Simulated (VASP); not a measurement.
Level of theory: LDA (Ceperley-Alder, Perdew-Zunger), VASP's LDA PAW potentials (set 64) (plane waves; VASP).

Input for VASP

INCAR:
```
SYSTEM = C
PREC = Accurate
ENCUT = 580
EDIFF = 1E-6
NELM = 100
ALGO = Normal
LREAL = .FALSE.
LASPH = .TRUE.
ISMEAR = 1
SIGMA = 0.1
LWAVE = .FALSE.
LCHARG = .FALSE.
IBRION = 2
ISIF = 3
NSW = 60
EDIFFG = -0.01
```

File POSCAR:
```
C
1
    2.4600000000     0.0000000000     0.0000000000
   -1.2300000000     2.1304220000     0.0000000000
    0.0000000000     0.0000000000     6.7100000000
C
4
Direct
  0.0000000000   0.0000000000   0.7500000000
  0.0000000000   0.0000000000   0.2500000000
  0.6666670000   0.3333330000   0.7500000000
  0.3333330000   0.6666670000   0.2500000000
```

**KPOINTS**
```
Automatic
0
gamma
 15 15 5
0 0 0
```

POTCAR, in this order: C (LDA.64 set). Program: vasp_std.

What VASP printed:

OSZICAR:
```
       N       E                     dE             d eps       ncg     rms          rms(c)
DAV:   1     0.464961933912E+02    0.46496E+02   -0.88328E+03  1952   0.134E+03
DAV:   2    -0.393251031533E+02   -0.85821E+02   -0.78603E+02  2692   0.239E+02
DAV:   3    -0.431396333281E+02   -0.38145E+01   -0.37861E+01  2484   0.509E+01
DAV:   4    -0.431885468266E+02   -0.48913E-01   -0.48868E-01  2392   0.691E+00
DAV:   5    -0.431896768949E+02   -0.11301E-02   -0.11298E-02  2416   0.100E+00    0.919E+00
DAV:   6    -0.410942843630E+02    0.20954E+01   -0.21660E+00  2268   0.101E+01    0.523E+00
DAV:   7    -0.404460272171E+02    0.64826E+00   -0.22231E+00  2304   0.104E+01    0.136E+00
DAV:   8    -0.404470638154E+02   -0.10366E-02   -0.73421E-02  2208   0.191E+00    0.147E-01
DAV:   9    -0.404465084596E+02    0.55536E-03   -0.19440E-03  2468   0.355E-01    0.663E-02
DAV:  10    -0.404465034202E+02    0.50393E-05   -0.14087E-04  2448   0.908E-02    0.361E-02
DAV:  11    -0.404465016158E+02    0.18044E-05   -0.34135E-06  2412   0.168E-02    0.250E-03
DAV:  12    -0.404465015767E+02    0.39146E-07   -0.20135E-07  1736   0.362E-03
   1 F= -.40446502E+02 E0= -.40446349E+02  d E =-.404465E+02
       N       E                     dE             d eps       ncg     rms          rms(c)
DAV:   1    -0.404212081721E+02    0.25293E-01   -0.13440E+00  2144   0.123E+01    0.852E-01
DAV:   2    -0.404127402414E+02    0.84679E-02   -0.20354E-02  2452   0.130E+00    0.559E-01
DAV:   3    -0.404073449848E+02    0.53953E-02   -0.62714E-03  2292   0.663E-01    0.859E-02
DAV:   4    -0.404073365923E+02    0.83924E-05   -0.18242E-04  2440   0.103E-01    0.453E-02
DAV:   5    -0.404073369413E+02   -0.34900E-06   -0.31956E-06  2232   0.168E-02
   2 F= -.40407337E+02 E0= -.40407184E+02  d E =0.391646E-01
       N       E                     dE             d eps       ncg     rms          rms(c)
DAV:   1    -0.404619132214E+02   -0.54577E-01   -0.65524E-01  2112   0.848E+00    0.599E-01
DAV:   2    -0.404576311751E+02    0.42820E-02   -0.89006E-03  2460   0.894E-01    0.389E-01
DAV:   3    -0.404549681793E+02    0.26630E-02   -0.30039E-03  2296   0.456E-01    0.597E-02
DAV:   4    -0.404549654292E+02    0.27501E-05   -0.82436E-05  2440   0.701E-02    0.319E-02
DAV:   5    -0.404549655786E+02   -0.14943E-06   -0.15859E-06  1968   0.120E-02
   3 F= -.40454966E+02 E0= -.40454813E+02  d E =-.846400E-02
       N       E                     dE             d eps       ncg     rms          rms(c)
DAV:   1    -0.404549676347E+02   -0.22054E-05   -0.47243E-05  2152   0.712E-02    0.435E-03
DAV:   2    -0.404549673090E+02    0.32565E-06   -0.62681E-07  1648   0.757E-03
   4 F= -.40454967E+02 E0= -.40454814E+02  d E =-.846573E-02
       N       E                     dE             d eps       ncg     rms          rms(c)
DAV:   1    -0.404554547015E+02   -0.48707E-03   -0.10259E-02  1972   0.834E-01    0.682E-02
DAV:   2    -0.404552348142E+02    0.21989E-03   -0.29969E-04  2104   0.135E-01    0.359E-02
DAV:   3    -0.404551509442E+02    0.83870E-04   -0.27845E-04  2308   0.115E-01    0.909E-03
DAV:   4    -0.404551508399E+02    0.10426E-06   -0.56514E-06  2212   0.193E-02
   5 F= -.40455151E+02 E0= -.40454998E+02  d E =-.183531E-03
       N       E                     dE             d eps       ncg     rms          rms(c)
DAV:   1    -0.404583775474E+02   -0.32266E-02   -0.92450E-02  1944   0.251E+00    0.205E-01
DAV:   2    -0.404563960481E+02    0.19815E-02   -0.27033E-03  2072   0.406E-01    0.108E-01
DAV:   3    -0.404556432536E+02    0.75279E-03   -0.24886E-03  2312   0.343E-01    0.270E-02
DAV:   4    -0.404556420625E+02    0.11912E-05   -0.50649E-05  2252   0.578E-02    0.202E-02
DAV:   5    -0.404556366815E+02    0.53809E-05   -0.81370E-06  2372   0.257E-02    0.175E-03
DAV:   6    -0.404556367454E+02   -0.63881E-07   -0.46547E-07  1440   0.602E-03
   6 F= -.40455637E+02 E0= -.40455484E+02  d E =-.669436E-03
       N       E                     dE             d eps       ncg     rms          rms(c)
DAV:   1    -0.404673741832E+02   -0.11738E-01   -0.37337E-01  1944   0.505E+00    0.414E-01
DAV:   2    -0.404593636105E+02    0.80106E-02   -0.10957E-02  2048   0.817E-01    0.217E-01
DAV:   3    -0.404563367682E+02    0.30268E-02   -0.99769E-03  2280   0.689E-01    0.539E-02
DAV:   4    -0.404563312195E+02    0.55488E-05   -0.20290E-04  2248   0.116E-01    0.395E-02
DAV:   5    -0.404563105786E+02    0.20641E-04   -0.31138E-05  2368   0.504E-02    0.311E-03
DAV:   6    -0.404563107966E+02   -0.21799E-06   -0.13837E-06  1680   0.106E-02
   7 F= -.40456311E+02 E0= -.40456158E+02  d E =-.134349E-02
       N       E                     dE             d eps       ncg     rms          rms(c)
DAV:   1    -0.405010174980E+02   -0.44707E-01   -0.15295E+00  1944   0.103E+01    0.840E-01
DAV:   2    -0.404684836583E+02    0.32534E-01   -0.44905E-02  2036   0.165E+00    0.439E-01
DAV:   3    -0.404563201960E+02    0.12163E-01   -0.40529E-02  2260   0.139E+00    0.108E-01
DAV:   4    -0.404562883664E+02    0.31830E-04   -0.80885E-04  2240   0.232E-01    0.747E-02
DAV:   5    -0.404562128901E+02    0.75476E-04   -0.11387E-04  2360   0.970E-02    0.501E-03
DAV:   6    -0.404562135383E+02   -0.64826E-06   -0.32453E-06  2372   0.161E-02
   8 F= -.40456214E+02 E0= -.40456064E+02  d E =-.124623E-02
       N       E                     dE             d eps       ncg     rms          rms(c)
DAV:   1    -0.404669483043E+02   -0.10735E-01   -0.35362E-01  1944   0.487E+00    0.399E-01
DAV:   2    -0.404594236966E+02    0.75246E-02   -0.10138E-02  2028   0.790E-01    0.211E-01
DAV:   3    -0.404565473492E+02    0.28763E-02   -0.96287E-03  2244   0.674E-01    0.529E-02
DAV:   4    -0.404565436845E+02    0.36647E-05   -0.18889E-04  2248   0.112E-01    0.417E-02
DAV:   5    -0.404565204207E+02    0.23264E-04   -0.34228E-05  2328   0.519E-02    0.462E-03
DAV:   6    -0.404565204626E+02   -0.41895E-07   -0.29161E-06  2228   0.142E-02
   9 F= -.40456520E+02 E0= -.40456369E+02  d E =-.155315E-02
```

OUTCAR:
```
------------------------ aborting loop because EDIFF is reached ----------------------------------------
  FORCE on cell =-STRESS in cart. coord.  units (eV):
  Direction    XX          YY          ZZ          XY          YZ          ZX
  --------------------------------------------------------------------------------------
  Total        0.0045672      0.0045672      0.0161942      0.0000000     -0.0000000      0.0000000
  in kB        0.2153613      0.2153612      0.7636269      0.0000000     -0.0000000      0.0000000
  external PRESSURE =       0.3981165 kB  Pullay stress =       0.0000000 kB
  volume of cell :       33.98
      direct lattice vectors                 reciprocal lattice vectors
     2.446253365  0.000000000  0.000000000     0.408788400  0.236014147  0.000000000
    -1.223126682  2.118517073  0.000000000    -0.000000000  0.472028294  0.000000000
     0.000000000 -0.000000000  6.556244511     0.000000000 -0.000000000  0.152526343
 POSITION                                       TOTAL-FORCE (eV/Angst)
 -----------------------------------------------------------------------------------
     -0.00000     -0.00000      4.91718        -0.000000     -0.000000      0.000000
     -0.00000     -0.00000      1.63906        -0.000000      0.000000     -0.000000
      1.22313      0.70617      4.91718         0.000000     -0.000000     -0.000000
     -0.00000      1.41235      1.63906         0.000000      0.000000      0.000000
 -----------------------------------------------------------------------------------
    total drift:                                0.000000      0.000000      0.000000
  FREE ENERGIE OF THE ION-ELECTRON SYSTEM (eV)
  ---------------------------------------------------
  free  energy   TOTEN  =       -40.4565204626 eV

  energy  without entropy=      -40.4560664985  energy(sigma->0) =      -40.45636914

 reached required accuracy - stopping structural energy minimisation
```
(Selected blocks of OUTCAR.)

### CONTCAR
```
C
   1.00000000000000
     2.4462533648300595    0.0000000000000000    0.0000000000000000
    -1.2231266824150298    2.1185170730166152    0.0000000000000000
     0.0000000000000000   -0.0000000000000000    6.5562445110473098
  C
     4
Direct
     0.0000000000000000    0.0000000000000000    0.7500000000000000
     0.0000000000000000    0.0000000000000000    0.2500000000000000
     0.6666669999999968    0.3333330000000032    0.7500000000000000
     0.3333330000000032    0.6666669999999968    0.2500000000000000
```

Energy and stress use the plane-wave basis of the starting cell.

The compound is C in the graphite structure. This run relaxes it. Symmetry was kept, so distortions that lower it aren't found.
